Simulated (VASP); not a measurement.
```
CELL_PARAMETERS angstrom
      1.88996    -3.27350     0.00000
      1.88996     3.27350     0.00000
      0.00000     0.00000     6.02861
ATOMIC_POSITIONS crystal
  Zr 0.00000 0.00000 0.00000
  S  0.33333 0.66667 0.24061
  S  0.66667 0.33333 0.75939
```

The numbers are results of vdW-DF2, VASP's PBE PAW potentials (set 64) (plane waves; VASP), not measurements. Numerical set-up: 520 eV cut-off, 8×8×4 Γ-centred mesh, tetrahedra with Blöchl corrections, potentials Zr_sv S.

Q: Predict the energy per atom (σ→0).

A: 
```yaml
energy per atom (σ→0): -4967 meV/atom
```

The absolute energy has meaning only against runs of the same code, potentials and settings.

The compound is ZrS2 in the 1T layered structure. It was relaxed first, which changed the volume by +10 %.
